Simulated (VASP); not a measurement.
Method: PBEsol GGA, VASP's PBE PAW potentials (set 64) (plane waves; VASP 6.6.1).

A VASP calculation is set up with these files.

### INCAR
```
ENCUT  =  400   ! plane-wave cut-off (eV)
NELM  =  100
LCHARG  =  F
ICHARG  =  11
LREAL  =  F   ! projection in real space or not
PREC  =  Accurate
ALGO  =  Normal   ! blocked Davidson
SYSTEM  =  GeRh
ISMEAR  =  0
LASPH  =  T   ! aspherical one-centre terms
LMAXMIX  =  4
LWAVE  =  F
SIGMA  =  0.05   ! width (eV)
LORBIT  =  11   ! lm-projected
EDIFF  =  1E-7   ! SCF stop (eV)
GGA  =  PS   ! PBEsol
```

### POSCAR
```
GeRh
1
   -0.0000000000     2.4938317919     2.4938317919
    2.4938317919    -0.0000000000     2.4938317919
    2.4938317919     2.4938317919    -0.0000000000
Ge Rh
1 1
Direct
  0.0000000000   0.0000000000   0.0000000000
  0.5000000000   0.5000000000   0.5000000000
```

File KPOINTS:
```
k-points along high-symmetry lines
15
Line-mode
Reciprocal
  0.000000   0.000000   0.000000 ! GAMMA
  0.500000   0.000000   0.500000 ! X

  0.500000   0.000000   0.500000 ! X
  0.625000   0.250000   0.625000 ! U

  0.375000   0.375000   0.750000 ! K
  0.000000   0.000000   0.000000 ! GAMMA

  0.000000   0.000000   0.000000 ! GAMMA
  0.500000   0.500000   0.500000 ! L

  0.500000   0.500000   0.500000 ! L
  0.500000   0.250000   0.750000 ! W

  0.500000   0.250000   0.750000 ! W
  0.500000   0.000000   0.500000 ! X
```

POTCAR, in this order: Ge_d Rh_pv (PBE.64 set). Program: vasp_std. Read from the step before: CHGCAR.

The run wrote:

File OUTCAR:
```
 ion  position               nearest neighbor table
   1  0.000  0.000  0.000-   2 2.49   2 2.49   2 2.49   2 2.49   2 2.49   2 2.49
   2  0.500  0.500  0.500-   1 2.49   1 2.49   1 2.49   1 2.49   1 2.49   1 2.49
  LATTYP: Found a face centered cubic cell.
 ALAT       =     4.9876635838
 Subroutine PRICEL returns:
 Original cell was already a primitive cell.
 Subroutine GETGRP returns: Found 48 space group operations
The static configuration has the point symmetry O_h .
The dynamic configuration has the point symmetry O_h .
 Subroutine INISYM returns: Found 48 space group operations
   k-points           NKPTS =     90   k-points in BZ     NKDIM =     90   number of bands    NBANDS=     18
   number of dos      NEDOS =    301   number of ions     NIONS =      2
   total plane-waves  NPLWV =  13824
   dimension x,y,z NGX =    24 NGY =   24 NGZ =   24
   dimension x,y,z NGXF=    48 NGYF=   48 NGZF=   48
   ions per type =               1   1
   PREC   = accura    normal or accurate (medium, high low for compatibility)
   ISTART =      0    job   : 0-new  1-cont  2-samecut
   ICHARG =     11    charge: 1-file 2-atom 10-const
   ISPIN  =      1    spin polarized calculation?
   LNONCOLLINEAR =      F non collinear calculations
   LSORBIT =      F    spin-orbit coupling
   INIWAV =      1    electr: 0-lowe 1-rand  2-diag
   ENCUT  =  400.0 eV  29.40 Ry    5.42 a.u.   5.75  5.75  5.75*2*pi/ulx,y,z
...
```

**OSZICAR**
```
       N       E                     dE             d eps       ncg     rms          rms(c)
DAV:   1     0.215099788067E+03    0.21510E+03   -0.14750E+04  3728   0.347E+03
DAV:   2     0.379213588359E+01   -0.21131E+03   -0.20692E+03  3358   0.577E+02
DAV:   3    -0.113692159393E+02   -0.15161E+02   -0.14622E+02  3458   0.123E+02
DAV:   4    -0.117464213096E+02   -0.37721E+00   -0.37457E+00  3590   0.200E+01
DAV:   5    -0.117537048372E+02   -0.72835E-02   -0.72822E-02  3562   0.311E+00
DAV:   6    -0.117539846668E+02   -0.27983E-03   -0.27982E-03  3956   0.514E-01
DAV:   7    -0.117539953167E+02   -0.10650E-04   -0.10650E-04  4114   0.991E-02
DAV:   8    -0.117539955468E+02   -0.23008E-06   -0.23125E-06  3550   0.106E-02
DAV:   9    -0.117539955580E+02   -0.11239E-07   -0.10144E-07  2214   0.207E-03
   1 F= -.11753996E+02 E0= -.11750998E+02  d E =-.599464E-02
```

File OUTCAR:
```
 val. band max:        9.1766860238   @ k =   0.5000   0.1607   0.6607

 cond. band min:       9.1880780800   @ k =   0.5000   0.0000   0.5000



 k-point     1 :       0.0000    0.0000    0.0000
  band No.  band energies     occupation
      1     -36.9386      2.00000
      2     -36.9386      2.00000
      3     -36.9386      2.00000
      4     -15.5065      2.00000
      5     -15.5065      2.00000
      6     -15.4593      2.00000
      7     -15.4593      2.00000
      8     -15.4593      2.00000
      9      -2.8100      2.00000
     10       6.4771      2.00000
     11       6.4771      2.00000
     12       6.4771      2.00000
     13       6.7200      2.00000
     14       6.7200      2.00000
     15      12.5016      0.00000
     16      12.5016      0.00000
     17      12.5016      0.00000
     18      18.8372      0.00000

 k-point     2 :       0.0357    0.0000    0.0357
  band No.  band energies     occupation
      1     -36.9394      2.00000
      2     -36.9388      2.00000
      3     -36.9388      2.00000
      4     -15.5063      2.00000
      5     -15.5058      2.00000
      6     -15.4595      2.00000
      7     -15.4589      2.00000
      8     -15.4589      2.00000
      9      -2.7781      2.00000
     10       6.4603      2.00000
     11       6.4787      2.00000
     12       6.4787      2.00000
     13       6.6467      2.00000
     14       6.7265      2.00000
     15      12.4957      0.00000
     16      12.4957      0.00000
     17      12.5039      0.00000
     18      18.9845      0.00000

 k-point     3 :       0.0714    0.0000    0.0714
  band No.  band energies     occupation
      1     -36.9413      2.00000
      2     -36.9394      2.00000
      3     -36.9394      2.00000
      4     -15.5058      2.00000
      5     -15.5038      2.00000
      6     -15.4600      2.00000
      7     -15.4576      2.00000
      8     -15.4576      2.00000
      9      -2.6834      2.00000
     10       6.4112      2.00000
...
```

The density is held fixed in this step, so its total energy and stress have no physical meaning.

The structure was generated: GeRh was put into the rocksalt type (Fm-3m), which need not be its known phase. It was relaxed first, which changed the volume by -20 %. The electron count is odd and the run is not spin-polarised, which forces a metal.
